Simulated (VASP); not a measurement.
Computed with PBE GGA, VASP's PBE PAW potentials (set 64) (plane waves; VASP).

A VASP calculation is set up with these files.

### POSCAR
```
AgW2
1
   -1.7357550000     1.7357550000     4.2483340000
    1.7357550000    -1.7357550000     4.2483340000
    1.7357550000     1.7357550000    -4.2483340000
Ag W
1 2
Direct
  0.0000000000   0.0000000000   0.0000000000
  0.3353000000   0.3353000000   0.0000000000
  0.6647000000   0.6647000000   0.0000000000
```

### KPOINTS
```
Regular mesh
0
Gamma
  4 4 4
```

**INCAR**
```
NELM  =  100   # most electronic steps
GGA  =  PE
SYSTEM  =  AgW2
SIGMA  =  0.1   # width (eV)
ISMEAR  =  -1   # Fermi-Dirac
LWAVE  =  .FALSE.
ENCUT  =  300
EDIFF  =  1E-6   # SCF stop (eV)
LCHARG  =  .FALSE.
LMAXMIX  =  6
ISIF  =  2   # forces and stress, cell fixed
ALGO  =  Normal   # blocked Davidson
LREAL  =  .FALSE.   # projection in real space or not
LASPH  =  .TRUE.   # aspherical one-centre terms
PREC  =  Accurate
```

POTCAR, in this order: Ag W_sv (PBE.64 set). Program: vasp_std.

The run wrote:

OUTCAR:
```
 ion  position               nearest neighbor table
   1  0.000  0.000  0.000-   3 2.83   3 2.83   3 2.83   2 2.83   3 2.83   2 2.83   2 2.83   2 2.83
                             2 2.85   3 2.85
   2  0.335  0.335  0.000-   3 2.80   1 2.83   1 2.83   1 2.83   1 2.83   1 2.85   3 2.85   3 2.85
                             3 2.85   3 2.85
   3  0.665  0.665  0.000-   2 2.80   1 2.83   1 2.83   1 2.83   1 2.83   1 2.85   2 2.85   2 2.85
                             2 2.85   2 2.85
  LATTYP: Found a body centered tetragonal cell.
 ALAT       =     3.4715100000
 C/A-ratio  =     2.4475424239
 Subroutine PRICEL returns:
 Original cell was already a primitive cell.
 Subroutine GETGRP returns: Found 16 space group operations
The static configuration has the point symmetry D_4h.
The dynamic configuration has the point symmetry D_4h.
 Subroutine INISYM returns: Found 16 space group operations
 Subroutine IBZKPT returns following result:
 Found     13 irreducible k-points:

 Following reciprocal coordinates:
            Coordinates               Weight
  0.000000  0.000000  0.000000      1.000000
  0.250000 -0.000000  0.000000      8.000000
  0.500000 -0.000000  0.000000      4.000000
  0.250000  0.250000  0.000000      8.000000
  0.500000  0.250000  0.000000     16.000000
 -0.250000  0.250000  0.000000      4.000000
  0.500000  0.500000  0.000000      2.000000
  0.250000  0.250000  0.250000      2.000000
 -0.250000  0.250000  0.250000      4.000000
  0.500000  0.500000  0.250000      4.000000
 -0.250000  0.500000  0.250000      8.000000
 -0.250000 -0.250000  0.250000      2.000000
  0.500000  0.500000  0.500000      1.000000
   k-points           NKPTS =     13   k-points in BZ     NKDIM =     13   number of bands    NBANDS=     23
   number of dos      NEDOS =    301   number of ions     NIONS =      3
   total plane-waves  NPLWV =  21952
   dimension x,y,z NGX =    28 NGY =   28 NGZ =   28
   dimension x,y,z NGXF=    56 NGYF=   56 NGZF=   56
   ions per type =               1   2
   PREC   = accura    normal or accurate (medium, high low for compatibility)
   ISTART =      0    job   : 0-new  1-cont  2-samecut
   ICHARG =      2    charge: 1-file 2-atom 10-const
   ISPIN  =      1    spin polarized calculation?
   LNONCOLLINEAR =      F non collinear calculations
   LSORBIT =      F    spin-orbit coupling
   INIWAV =      1    electr: 0-lowe 1-rand  2-diag
   ENCUT  =  300.0 eV  22.05 Ry    4.70 a.u.   6.93  6.93  6.93*2*pi/ulx,y,z
   NELM   =    100;   NELMIN=  2; NELMDL= -5     # of ELM steps
   EDIFF  = 0.1E-05   stopping-criterion for ELM
   LREAL  =      F    real-space projection
   NLSPLINE    = F    spline interpolate recip. space projectors
   LMAXMIX     =    6 max onsite mixed and CHGCAR
   VOSKOWN=      0    Vosko Wilk Nusair interpolation
   EDIFFG = 0.1E-04   stopping-criterion for IOM
   NSW    =      0    number of steps for IOM
   NBLOCK =      1;   KBLOCK =      1    inner block; outer block
   IBRION =     -1    ionic relax: 0-MD 1-quasi-New 2-CG
   NFREE  =      0    steps in history (QN), initial steepest desc. (CG)
   ISIF   =      2    stress and relaxation
   ISYM   =      2    0-nonsym 1-usesym 2-fastsym
   TEIN   =    0.0    initial temperature
   TEBEG  =    0.0;   TEEND  =   0.0 temperature during run
   SMASS  =  -3.00    Nose mass-parameter (am)
   PSTRESS=    0.0 pullay stress
   NELECT =      39.0000    total number of electrons
   EFERMI =   0.00;   METHOD = LEGACY
   ISMEAR =    -1;   SIGMA  =   0.10  broadening in eV -4-tet -1-fermi 0-gaus
   IALGO  =     38    algorithm
   LDIAG  =      T    sub-space diagonalisation (order eigenvalues)
   IMIX   =      4    mixing-type and parameters
     AMIX     =   0.40;   BMIX     =  1.00
     AMIX_MAG =   1.60;   BMIX_MAG =  1.00
     AMIN     =   0.10
   GGA     = PE    functional components
...
```

OSZICAR:
```
       N       E                     dE             d eps       ncg     rms          rms(c)
DAV:   1     0.315030108175E+03    0.31503E+03   -0.17472E+04   646   0.127E+03
DAV:   2    -0.174401705696E+02   -0.33247E+03   -0.32897E+03   689   0.425E+02
DAV:   3    -0.281185216451E+02   -0.10678E+02   -0.10476E+02   760   0.770E+01
DAV:   4    -0.282335505138E+02   -0.11503E+00   -0.11489E+00   612   0.893E+00
DAV:   5    -0.282360762123E+02   -0.25257E-02   -0.25254E-02   777   0.120E+00    0.230E+01
DAV:   6    -0.266334925579E+02    0.16026E+01   -0.63734E+00   605   0.246E+01    0.107E+01
DAV:   7    -0.263538169947E+02    0.27968E+00   -0.15747E+00   671   0.120E+01    0.237E+00
DAV:   8    -0.262997631786E+02    0.54054E-01   -0.22226E-01   613   0.441E+00    0.150E+00
DAV:   9    -0.262961522211E+02    0.36110E-02   -0.34044E-02   697   0.151E+00    0.240E-01
DAV:  10    -0.262943589052E+02    0.17933E-02   -0.11161E-02   692   0.985E-01    0.838E-02
DAV:  11    -0.262943971778E+02   -0.38273E-04   -0.49237E-04   682   0.177E-01    0.402E-02
DAV:  12    -0.262944004645E+02   -0.32867E-05   -0.14077E-05   593   0.320E-02    0.636E-03
DAV:  13    -0.262943986550E+02    0.18095E-05   -0.19848E-06   421   0.140E-02    0.506E-03
DAV:  14    -0.262943984702E+02    0.18480E-06   -0.32847E-07   376   0.577E-03
   1 F= -.26294398E+02 E0= -.26224283E+02  d E =-.140231E+00
```

OUTCAR:
```
------------------------ aborting loop because EDIFF is reached ----------------------------------------
  FORCE on cell =-STRESS in cart. coord.  units (eV):
  Direction    XX          YY          ZZ          XY          YZ          ZX
  --------------------------------------------------------------------------------------
  Total       -2.8248295     -2.8248295     -0.3928221      0.0000000     -0.0000000      0.0000000
  in kB      -88.3989941    -88.3989941    -12.2928044      0.0000000     -0.0000000      0.0000000
  external PRESSURE =     -63.0302642 kB  Pullay stress =       0.0000000 kB
  volume of cell :       51.20
      direct lattice vectors                 reciprocal lattice vectors
    -1.735755000  1.735755000  4.248334000     0.000000000  0.288059087  0.117693195
     1.735755000 -1.735755000  4.248334000     0.288059087  0.000000000  0.117693195
     1.735755000  1.735755000 -4.248334000     0.288059087  0.288059087  0.000000000
 POSITION                                       TOTAL-FORCE (eV/Angst)
 -----------------------------------------------------------------------------------
      0.00000      0.00000      0.00000        -0.000000     -0.000000     -0.000000
      0.00000      0.00000      2.84893         0.000000      0.000000     -1.500689
      0.00000      0.00000      5.64774        -0.000000     -0.000000      1.500689
 -----------------------------------------------------------------------------------
    total drift:                               -0.000000     -0.000000      0.000000
  FREE ENERGIE OF THE ION-ELECTRON SYSTEM (eV)
  ---------------------------------------------------
  free  energy   TOTEN  =       -26.2943984702 eV

  energy  without entropy=      -26.1541679024  energy(sigma->0) =      -26.22428319
```
(Selected blocks of OUTCAR.)

At this cut-off the stress carries a Pulay error, which pulls relaxed volumes low.

The structure was generated: AgW2 was put into an ordered model structure, which need not be its known phase. The cell was not relaxed at this level. The k-mesh is coarse (spacing up to 0.64 per Å, 2π included), so the numbers may not be converged in it. The run is one of a series of settings (KPOINTS 4×4×4 Γ-centred mesh against the base run), some of them coarse on purpose. The electron count is odd and the run is not spin-polarised, which forces a metal.
